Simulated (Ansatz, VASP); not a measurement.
**PtS2 (PtS2 (P-3m1)): VASP beside Ansatz**

One calculation is typed for both programs; each brings its own data sets. How far apart do they land? The cell is taken from a series of runs on this material, whose earlier steps may have relaxed, scaled, displaced or heated it; both programs get it as it stands.

Method: plane waves, with VASP 6.6.1 beside it; single point at HSE06, in Ansatz 0.2.0.

### Step 1. The starting structure

The structure is trigonal, space group P-3m1 (No. 164). Conventional cell: a = 3.571 Å, b = 3.571 Å, c = 4.771 Å, α = 90.00°, β = 90.00°, γ = 120.00°. Nearest to Pt lie 6 S at 2.33 Å. S has 3 Pt at 2.33 Å nearest. Farther neighbours and most contacts between anions are not listed.

As a file:

```cif
data_structure
_symmetry_space_group_name_H-M 'P-3m1'
_symmetry_Int_Tables_number 164
_cell_length_a 3.5709
_cell_length_b 3.5709
_cell_length_c 4.7706
_cell_angle_alpha 90.000
_cell_angle_beta 90.000
_cell_angle_gamma 120.000
_cell_volume 52.68
loop_
_atom_site_label
_atom_site_type_symbol
_atom_site_symmetry_multiplicity
_atom_site_Wyckoff_symbol
_atom_site_fract_x
_atom_site_fract_y
_atom_site_fract_z
_atom_site_occupancy
Pt1 Pt 1 a 0.00000 0.00000 0.00000 1
S1 S 2 d 0.66667 0.33333 0.77167 1
```

### Step 2. Ansatz: single point, HSE06

Ansatz runs on its default PAW (the set named soft_2) files.

With cell and atoms fixed, the geometry can't cause a difference; cores, projectors, grids and the points listed under the comparison can.

input.yaml reads:

```yaml
crystal:
  lattice:
    - [3.570922682408, 0.0, 0.0]
    - [-1.785461341204, 3.092509757915, 0.0]
    - [0.0, 0.0, 4.77058727]
  atoms:
    - { symbol: Pt, position: [8.314775372272e-35, 1.106266138744e-49, 0.0] }
    - { symbol: S, position: [0.6666666666667, 0.3333333333333, 0.7716696348528] }
    - { symbol: S, position: [0.3333333333333, 0.6666666666667, 0.2283303651472] }
basis:
  ecutwfc: 420.0
  ecutrho_ratio: 4
  xc_grid: 2
  fft_grid_basis: typed
  precision: f64
kpoints:
  mp_grid: { grid: [2, 2, 2] }
  band_path: { path: [VBM, CBM], npoints: 1 }
hamiltonian:
  xc: hse06
  pseudopotentials: { kind: paw }
scf:
  max_iter: 100
  occupations: { method: fermi_dirac, width: 0.01 }
output:
  forces: true
checkpoint:
  write: "../host.hyb.run"
  compress: false
  write_wavefunctions: true
  write_every: 100000
```

Command:

```bash
ansatz run input.yaml --threads 4 --pin off --max-ram 9420MiB --backend cpu --events-out ev --progress --plain --runs-dir out
```

Numbers of over 12 decimals in the logs are rounded to 6 here.

Output:

```text
exact exchange: scf.exx.singularity resolves to wigner_seitz, which cuts the screened interaction at the faces of the exchange supercell's Wigner-Seitz cell, so that each pair interacts once, at the shortest of its separations (the periodic images that this leaves out come, for a point-like exchange hole, to about 0.114 eV on a filled level). The cut falls within the interaction's reach, and what an exchange supercel [...]
Engine: ansatz 0.2.0, aarch64-unknown-linux-gnu
Pseudopotentials: kind: paw
Pseudopotential: Pt, paw, valence charge 18, recommended cutoff 420 eV (normal), Pt.paw.azcp
Pseudopotential: S, paw, valence charge 6, recommended cutoff 420 eV (normal), S.paw.azcp
Functional definition: HSE06
  parameter a = 0.25
  parameter omega = 0.11/bohr
  exchange = pbe_x - a*pbe_x_sr(omega) + a*exact_x_sr(omega)
  correlation = pbe_c
Crystal: 3 atoms, lattice volume = 52.682 Å³
Basis set: ecut = 420 eV, 1005 PW (Γ), exchange–correlation on 48×48×64 points (8 copies of the dense FFT grid, shifted against one another)
Bands: 19, of which v1, the nominal top of the filled ones, is band 15 counted from 1 (14 counted from 0)
Symmetry: 12 space group operations
Space group: P-3m1 (ITA 164), of the structure as read, at distance tolerance 3.7e-5 Å
k-points: 4 of 8
Non-local potential: Pt, projectors of the file, l = 0: 3, l = 1: 2, l = 2: 2, l = 3: 1
Non-local potential: S, projectors of the file, l = 0: 2, l = 1: 2, l = 2: 2
PAW form: soft (Blöchl's): semilocal exchange-correlation on the pseudo side does not see the compensation charge
PAW frozen core: Pt, regenerated for the run's functional, and the local potential with it (the file was generated under x = pbe(κ = 0.804, μ = 0.219515), c = pbe(β = 0.066725))
PAW frozen core: S, regenerated for the run's functional, and the local potential with it (the file was generated under x = pbe(κ = 0.804, μ = 0.219515), c = pbe(β = 0.066725))
PAW one-centre angular grid: Pt, 590 points (default); XC on 64 Gauss nodes
PAW one-centre angular grid: S, 110 points (default); XC on 64 Gauss nodes
Initial density: superposition of atomic densities (neutral atoms: chi_scale 0, normalization atom), corrected by the library's trained network
Initial wavefunctions: pseudopotential atomic-orbital guess
Functional: x = pbe(κ = 0.804, μ = 0.219515), c = pbe(β = 0.066725), warm-up for x = pbe(κ = 0.804, μ = 0.219515) + 0.25 (exact − pbe) at short range (hse, ω = 0.207870 Å⁻¹), c = pbe(β = 0.066725); HSE06 as pw.x's `hse` composes it (authors' and Libxc's form: `xc: wpbeh`)
SCF iter   1: F=—  HF=-14328.774230 eV  |F-HF|=—  |Δ(HF+E_count)|=         —  Δρ=1.32e-2  dr2=9.58e-2  ethr=1.77e-3  ⟨swp⟩=9.5  Hψ=329  notcnv=0
preconditioner: auto → none  [insulator: Δε(μ)=1.735 eV  Ē_g=10.093 eV  σ=0.010 eV  W_gap=1.00  n_scr=20 (ndim 8)  ℏωp=24.0 eV  f_vac=0.013  D(μ)=0.00/eV (n_scr^D=0)]
SCF iter   2: F=—  HF=-14328.758554 eV  |F-HF|=—  |Δ(HF+E_count)|=   1.57e-2  Δρ=8.69e-3  dr2=5.42e-2  ethr=3.19e-4  ⟨swp⟩=3.5  Hψ=214  notcnv=0
iter 3 solved again at ethr=1.73e-5 eV; its pass at ethr=1.81e-4 eV (dr2=5.20e-3 eV) is discarded
SCF iter   3: F=—  HF=-14328.748636 eV  |F-HF|=—  |Δ(HF+E_count)|=   9.92e-3  Δρ=3.40e-3  dr2=5.30e-3  ethr=1.73e-5  ⟨swp⟩=2.2  Hψ=338  notcnv=0
SCF iter   4: F=—  HF=-14328.747838 eV  |F-HF|=—  |Δ(HF+E_count)|=   7.98e-4  Δρ=1.48e-3  dr2=4.26e-4  ethr=1.73e-5  ⟨swp⟩=3.2  Hψ=171  notcnv=0  defer=1
SCF iter   5: F=-14328.747948 eV  HF=-14328.747946 eV  |F-HF|=2.49e-6  |Δ(HF+E_count)|=   1.07e-4  Δρ=2.51e-4  dr2=1.62e-5  ethr=1.42e-6  ⟨swp⟩=3.2  Hψ=165  notcnv=0  defer=1
SCF 1 stopped early in 5 iterations: F = -14328.747948 eV  dr2 = 1.62e-5
  greatest PAW one-centre occupation: 1.000 electrons in one spin orbital (limit 2), on the Pt atom at site 0 (counted from 0), in its partial waves of l = 0
Initial density: handed on by an earlier stage of this run
Initial wavefunctions: those handed on with the density
Functional: x = pbe(κ = 0.804, μ = 0.219515) + 0.25 (exact − pbe) at short range (hse, ω = 0.207870 Å⁻¹), c = pbe(β = 0.066725); HSE06 as pw.x's `hse` composes it (authors' and Libxc's form: `xc: wpbeh`)
Exchange kernel: α = 0.2500, screened, ω = 0.2079 Å⁻¹, Wigner–Seitz truncation, v(0) = 725.5149 eV·Å³, q-mesh 2×2×2, nearest image of the exchange supercell L = 7.14 Å, pair-density grid 15×15×24, without the augmentation charges, whose exchange is taken in its separable form by FFT convolution over the k-point mesh (sized by the pseudopotential files, 24×24×32 at the most), smooth part of the exact exchange by density-matrix convolution
Frozen-core exchange: fock
SCF iter   1: F=—  HF=-14332.126871 eV  |F-HF|=—  |Δ(HF+E_count)|=         —  Δρ=7.21e-3  dr2=1.99e-2  ethr=5.39e-7  ⟨swp⟩=7.8  Hψ=383  notcnv=0
preconditioner: auto → none  [insulator: Δε(μ)=2.237 eV  Ē_g=11.682 eV  σ=0.010 eV  W_gap=1.00  n_scr=20 (ndim 8)  ℏωp=24.0 eV  f_vac=0.012  D(μ)=0.00/eV (n_scr^D=0)]
SCF iter   2: F=—  HF=-14332.120685 eV  |F-HF|=—  |Δ(HF+E_count)|=   6.19e-3  Δρ=3.24e-3  dr2=2.73e-3  ethr=5.39e-7  ⟨swp⟩=4.5  Hψ=278  notcnv=0
SCF iter   3: F=—  HF=-14332.131433 eV  |F-HF|=—  |Δ(HF+E_count)|=   1.07e-2  Δρ=1.91e-3  dr2=7.67e-4  ethr=5.39e-7  ⟨swp⟩=4.5  Hψ=267  notcnv=0
SCF iter   4: F=—  HF=-14332.131241 eV  |F-HF|=—  |Δ(HF+E_count)|=   1.92e-4  Δρ=3.59e-4  dr2=1.02e-4  ethr=5.39e-7  ⟨swp⟩=3.0  Hψ=158  notcnv=0
SCF iter   5: F=—  HF=-14332.131638 eV  |F-HF|=—  |Δ(HF+E_count)|=   3.97e-4  Δρ=3.09e-4  dr2=2.38e-5  ethr=1.21e-7  ⟨swp⟩=4.2  Hψ=220  notcnv=0
SCF iter   6: F=-14332.131632 eV  HF=-14332.131632 eV  |F-HF|=2.02e-8  |Δ(HF+E_count)|=   6.29e-6  Δρ=2.15e-5  dr2=2.60e-6  ethr=6.59e-8  ⟨swp⟩=2.8  Hψ=145  notcnv=0
SCF 2 stopped early in 6 iterations: F = -14332.131632 eV  dr2 = 2.60e-6
  Residual-converged pass: ⟨swp⟩=4.0  Hψ=228  notcnv=0  max |occ|·‖R‖ = 6.3e-6 eV (tolerance 6.7e-6 eV)  dr2=2.61e-6  dr2_onsite=1.99e-8  max |Δocc| = 0.0e0
hybrid outer 1: dexx = +1.364e-2 eV, tail = 3.67e-5 eV
Exchange kernel: α = 0.2500, screened, ω = 0.2079 Å⁻¹, Wigner–Seitz truncation, v(0) = 725.5149 eV·Å³, q-mesh 2×2×2, nearest image of the exchange supercell L = 7.14 Å, pair-density grid 15×15×24, without the augmentation charges, whose exchange is taken in its separable form by FFT convolution over the k-point mesh (sized by the pseudopotential files, 24×24×32 at the most), smooth part of the exact exchange by density-matrix convolution
Frozen-core exchange: fock
SCF iter   1: F=—  HF=-14332.131699 eV  |F-HF|=—  |Δ(HF+E_count)|=         —  Δρ=1.12e-4  dr2=1.80e-6  ethr=6.11e-7  ⟨swp⟩=4.2  Hψ=191  notcnv=0
preconditioner: auto → none  [insulator: Δε(μ)=2.321 eV  Ē_g=11.695 eV  σ=0.010 eV  W_gap=1.00  n_scr=20 (ndim 8)  ℏωp=24.0 eV  f_vac=0.013  D(μ)=0.00/eV (n_scr^D=0)]
SCF iter   2: F=—  HF=-14332.131699 eV  |F-HF|=—  |Δ(HF+E_count)|=   4.01e-7  Δρ=2.85e-5  dr2=2.06e-7  ethr=4.32e-9  ⟨swp⟩=3.5  Hψ=169  notcnv=0
SCF iter   3: F=—  HF=-14332.131700 eV  |F-HF|=—  |Δ(HF+E_count)|=   9.08e-7  Δρ=1.34e-5  dr2=9.00e-8  ethr=2.72e-10  ⟨swp⟩=4.2  Hψ=207  notcnv=0  defer=1
SCF iter   4: F=—  HF=-14332.131700 eV  |F-HF|=—  |Δ(HF+E_count)|=   2.33e-8  Δρ=1.37e-6  dr2=7.80e-9  ethr=2.72e-10  ⟨swp⟩=3.0  Hψ=156  notcnv=0
SCF iter   5: F=—  HF=-14332.131700 eV  |F-HF|=—  |Δ(HF+E_count)|=   4.02e-8  Δρ=3.21e-6  dr2=3.74e-9  ethr=4.02e-12  ⟨swp⟩=4.2  Hψ=241  notcnv=0  defer=1
SCF iter   6: F=-14332.131700 eV  HF=-14332.131700 eV  |F-HF|=2.18e-11  |Δ(HF+E_count)|=  9.40e-10  Δρ=2.22e-7  dr2=4.48e-10  ethr=4.02e-12  ⟨swp⟩=3.2  Hψ=168  notcnv=0
SCF 3 converged in 6 iterations: F = -14332.131700 eV  dr2 = 4.48e-10
  Residual-converged pass: ⟨swp⟩=3.0  Hψ=163  notcnv=0  max |occ|·‖R‖ = 4.9e-7 eV (tolerance 5.4e-7 eV)  dr2=4.46e-10  dr2_onsite=5.70e-13  max |Δocc| = 0.0e0
hybrid outer 2: dexx = +1.615e-6 eV, tail = 3.19e-8 eV, Δε = 1.61e-3 eV (about 4.60e-5 eV left of the loop's levels), ΔF = 1.36e-3 eV/Å (tail 5.32e-4)
NSCF: frozen V_eff on 34 k-points
NSCF: frozen V_eff on 34 k-points
[...]
hybrid SCF converged: 2 outer / 12 inner (+5 warm-up), last move |dexx| = 1.62e-6 eV, tail = 3.19e-8 eV
Stability not checked: this state was not tested for a lower state beside it, because the functional holds exact exchange (a hybrid, or Hartree-Fock), whose exchange loop this test does not read (fock_operator; see scf.lower_state_search)
Free energy (F): -14332.131700 eV
Frozen-core exchange: fock
Harris-Foulkes:  -14332.131700 eV  (|F-HF|=2.18e-11)
Internal energy: -14332.131700 eV  (E = F + TS)
E sigma→0 (E₀):  -14332.131700 eV
Fermi energy:    12.419527 eV
--- Per-component energies (eV) ---
  E_band       = -362.588962
  E_kinetic    = 853.731442
  E_local      = -2979.767746  (includes V_loc(G=0)·N_el)
  E_nonlocal   = 254.992909
  E_hartree    = 1172.377014
  E_xc         = -366.117974
  E_vxc        = -382.374768  (∫ρ·V_xc dr)
  E_exx        = -86.569801  (= α·E_x^exact, valence–valence)
  E_paw        = -10661.740531  (= ΣΔE_a)
  E_vpaw       = -280.785967  (= ΣTr[D̂ρ^β])
  E_aug_tail   = 0.000182  (compensation charges beyond the density's cutoff)
  E_ewald      = -2516.822706
  E_core_change = -2.214490  (= ΣΔE_core)
  E_smearing   = -0.000000  (= −TS)
  E_closure    = 0.000000  (closes the sum)
  Σ components = -14332.131700   (vs F -14332.131700, Δ=1.82e-12)
--- Forces (eV/Å), atoms counted from 1 ---
  atom   1  Pt     0.00000000     0.00000000     0.00000000
  atom   2  S      0.00000000     0.00000000     0.02370464
  atom   3  S     -0.00000000    -0.00000000    -0.02370464
  max |Σ_I F_I| component: 1.16e-18 eV/Å
--- Band table (eV) ---
  k-point 0: bands = [... 11 lower, 8.9622, 9.8477, 9.8477, 11.2645, 14.3463, 14.3463]
  k-point 1: bands = [... 11 lower, 8.4746, 9.5949, 9.5949, 10.0651, 15.0604, 15.0604]
  k-point 2: bands = [... 11 lower, 6.8733, 7.0909, 7.8767, 8.4895, 13.5856, 15.0184]
  k-point 3: bands = [... 11 lower, 6.8720, 7.5473, 7.9403, 9.9078, 13.9291, 14.2633]
  guard bands above this table: 2 of the run's 19 bands. The solve was not asked for them (output.publish_guard_bands: true or output.eigenvalues: true publishes all)
```

### Step 3. VASP: single point, HSE06

The same cell, functional, mesh and smearing now go to VASP, with its own data sets.

Lines of VASP's logs that name or quote its potential files are left out, and so is its time.

The run reads the wave functions of an earlier VASP run, which isn't shown here.

INCAR reads:

```
SYSTEM = PtS2
PREC = Accurate
ENCUT = 400
EDIFF = 1E-06
NELM = 100
ISMEAR = -1
SIGMA = 0.01
LREAL = .FALSE.
ALGO = Normal
LHFCALC = .TRUE.
AEXX = 0.25
GGA = PE
HFSCREEN = 0.208
LASPH = .TRUE.
NBANDS = 17
PRECFOCK = Fast
LORBIT = 11
LWAVE = .FALSE.
LCHARG = .FALSE.
NCORE = 4
ISIF = 2
```

POSCAR reads:

```
PtS2
1.0
    3.5709226824      0.0000000000      0.0000000000
   -1.7854613412      3.0925097579      0.0000000000
    0.0000000000      0.0000000000      4.7705872700
Pt S
1 2
Direct
    0.0000000000      0.0000000000      0.0000000000
    0.6666666667      0.3333333333      0.7716696349
    0.3333333333      0.6666666667      0.2283303651
```

KPOINTS reads:

```
Automatic mesh
0
Gamma
2 2 2
0 0 0
```

Potentials, in the order of the species: Pt and S (PBE family, release 64).

Command:

```bash
mpirun -np 4 vasp_std
```

Output:

```text
[banner, memory and clock lines left out]
running    4 mpi-ranks, on    1 nodes
 distrk:  each k-point on    4 cores,    1 groups
 distr:  one band on    4 cores,    1 groups

 POSCAR found type information on POSCAR PtS
 POSCAR found :  2 types and       3 ions
 LDA part: xc-table for (Slater+PW92), standard interpolation
 found WAVECAR, reading the header
 POSCAR, INCAR and KPOINTS ok, starting setup
 FFT: planning ... GRIDC
 FFT: planning ... GRID_SOFT
 FFT: planning ... GRID
 reading WAVECAR
 the WAVECAR file was read successfully
 initial charge from wavefunction
 entering main loop
       N       E                     dE             d eps       ncg     rms          rms(c)
DAV:   1    -0.195019355848E+02   -0.19502E+02   -0.51122E-01   145   0.480E+00    0.163E+00
DAV:   2    -0.195068035930E+02   -0.48680E-02   -0.29487E-02   155   0.125E+00    0.104E+00
DAV:   3    -0.195070959231E+02   -0.29233E-03   -0.27718E-03   148   0.317E-01    0.616E-01
DAV:   4    -0.195068508973E+02    0.24503E-03   -0.56917E-04   140   0.199E-01    0.357E-01
DAV:   5    -0.195068304240E+02    0.20473E-04   -0.10928E-04   148   0.713E-02    0.208E-01
DAV:   6    -0.195068187640E+02    0.11660E-04   -0.14225E-05   148   0.289E-02    0.123E-01
DAV:   7    -0.195068165476E+02    0.22164E-05   -0.42195E-06   138   0.142E-02    0.727E-02
DAV:   8    -0.195068160983E+02    0.44927E-06   -0.87915E-07    71   0.742E-03
   1 F= -.19506816E+02 E0= -.19506816E+02  d E =-.282647E-12
```

Parts of OUTCAR (step 3):

```text
ion  position               nearest neighbor table
   1  0.000  0.000  0.000-   2 2.33   3 2.33   3 2.33   2 2.33   2 2.33   3 2.33
   2  0.667  0.333  0.772-   1 2.33   1 2.33   1 2.33
   3  0.333  0.667  0.228-   1 2.33   1 2.33   1 2.33

  LATTYP: Found a hexagonal cell.
 ALAT       =     3.5709226824
 C/A-ratio  =     1.3359536720

 Subroutine GETGRP returns: Found 12 space group operations
 (whereof 12 operations were pure point group operations)

The static configuration has the point symmetry D_3d.

 Found      4 irreducible k-points:

   k-points           NKPTS =      4   k-points in BZ     NKDIM =      8   number of bands    NBANDS=     17

   dimension x,y,z NGX =    24 NGY =   24 NGZ =   32
   dimension x,y,z NGXF=    48 NGYF=   48 NGZF=   64

   ENCUT  =  400.0 eV  29.40 Ry    5.42 a.u.   5.82  5.82  7.78*2*pi/ulx,y,z

   NELECT =      22.0000    total number of electrons

 k-points in reciprocal lattice and weights: Automatic mesh
   0.00000000  0.00000000  0.00000000       0.125
   0.50000000  0.00000000  0.00000000       0.375
   0.00000000  0.00000000  0.50000000       0.125
   0.50000000  0.00000000  0.50000000       0.375

  exchange ACFDT corr.  =         0.00000000  see jH, gK, PRB 81, 115126

 average (electrostatic) potential at core
       1 -63.2799       2 -81.4125       3 -81.4125

 E-fermi :   7.0751

 k-point     1 :       0.0000    0.0000    0.0000
  band No.  band energies     occupation
    ...
      7       1.8182      2.00000
      8       4.5119      2.00000
      9       5.4117      2.00000
     10       5.4117      2.00000
     11       6.8131      2.00000
     12       9.9392      0.00000
     13       9.9392      0.00000
     14      12.1261      0.00000
     15      13.7716      0.00000
     16      15.6335      0.00000
    ...

 k-point     2 :       0.5000    0.0000    0.0000
  band No.  band energies     occupation
    ...
      7       2.3417      2.00000
      8       2.4430      2.00000
      9       2.6555      2.00000
     10       3.4210      2.00000
     11       4.0247      2.00000
     12       9.2004      0.00000
     13      10.6244      0.00000
     14      13.3274      0.00000
     15      14.5363      0.00000
     16      15.9114      0.00000
    ...

 k-point     3 :       0.0000    0.0000    0.5000
  band No.  band energies     occupation
    ...
      7       1.7722      2.00000
      8       4.0357      2.00000
      9       5.1559      2.00000
     10       5.1559      2.00000
     11       5.5998      2.00000
     12      10.6504      0.00000
     13      10.6504      0.00000
     14      13.2749      0.00000
     15      15.1099      0.00000
     16      15.1099      0.00000
    ...

  Total        0.1461077      0.1461077      3.3930852      0.0000000      0.0000000     -0.0000000
  in kB        4.4434505      4.4434505    103.1910357      0.0000000      0.0000000     -0.0000000
  external PRESSURE =      37.3593122 kB  Pullay stress =       0.0000000 kB

  energy-cutoff  :      400.00
  volume of cell :       52.68
      direct lattice vectors                 reciprocal lattice vectors
     3.570922682  0.000000000  0.000000000     0.280039667  0.161680977  0.000000000
    -1.785461341  3.092509758  0.000000000     0.000000000  0.323361955  0.000000000
     0.000000000  0.000000000  4.770587270     0.000000000  0.000000000  0.209617798

 POSITION                                       TOTAL-FORCE (eV/Angst)
 -----------------------------------------------------------------------------------
      0.00000      0.00000      0.00000        -0.000000      0.000000      0.000000
      1.78546      1.03084      3.68132        -0.000000     -0.000000      0.079894
     -0.00000      2.06167      1.08927         0.000000      0.000000     -0.079894
 -----------------------------------------------------------------------------------
    total drift:                                0.000000     -0.000000     -0.000003

  FREE ENERGIE OF THE ION-ELECTRON SYSTEM (eV)
  ---------------------------------------------------
  free  energy   TOTEN  =       -19.5068160983 eV

  energy  without entropy=      -19.5068160983  energy(sigma->0) =      -19.50681610

 total charge
# of ion       s       p       d       tot
------------------------------------------
    1        0.802   0.881   8.030   9.713
    2        1.357   2.323   0.000   3.679
    3        1.357   2.323   0.000   3.679
--------------------------------------------------
tot          3.515   5.527   8.030  17.072

[... 1 further part left out ...]
```

The run ends at a pressure of 3.74 GPa, with forces up to 0.080 eV/Å.

### Step 4. Differences

Known differences besides the potentials themselves: exact exchange at q = 0 is treated differently, which shows on coarse meshes; VASP keeps PBE cores, Ansatz makes them for the functional; the data sets hold 30 valence electrons in Ansatz (on its default PAW (the set named soft_2) files) and 22 in VASP; the cutoff is 420 eV in Ansatz and 400 eV in VASP; VASP takes a coarser grid for exact exchange (PRECFOCK = Fast). Total energies have different zeros and are not compared.

The two programs side by side:

```csv
quantity,Ansatz,VASP,difference
gap on the k mesh (eV),2.321,2.387,-0.066
```

Forces (eV/Å; atoms numbered as in POSCAR):

```csv
atom,"Ansatz x, y, z","VASP x, y, z"
Pt1,"0.000, 0.000, 0.000","0.000, 0.000, 0.000"
S2,"0.000, 0.000, 0.024","0.000, 0.000, 0.080"
S3,"0.000, 0.000, -0.024","0.000, 0.000, -0.080"
```

The forces differ by 26 meV/Å r.m.s., where the r.m.s. force is 0.011 eV/Å in Ansatz and 0.038 eV/Å in VASP: the atoms lie near their places of rest in Ansatz, so a percentage would say little (all taken over all components). A gap on the mesh is an upper bound, since the band edges may lie between its points; neither run holds spin-orbit coupling, which can move the band edges of a compound of Pt.

### Step 5. Outcome

* r.m.s. force difference (single point, HSE06): 26 meV/Å
* difference in gap on the k mesh (single point, HSE06): -0.066 eV

In words: The r.m.s. force difference is 26 meV/Å (single point, HSE06), beyond the 12 meV/Å picked in this series as the mark of a large difference. The data sets hold unlike numbers of valence electrons (30 in Ansatz and 22 in VASP), so part of the differences comes from the potentials. What causes the difference of the single point, HSE06 pair stays open here. How closely two codes agree says nothing of how well the functional describes the real material.

[Lines on the potential files, build, host, timing and source positions are cut from VASP's logs without a mark.]

[Logs are printed without paths, hosts, clocks, repeated set-up lines and the standing remarks that a program may print on its own settings, such as how far it seeks lower states.]

[Hosts, paths, dates, database ids (printed as entryN), source tags and the programs' standing remarks are cut or masked in the printed files.]
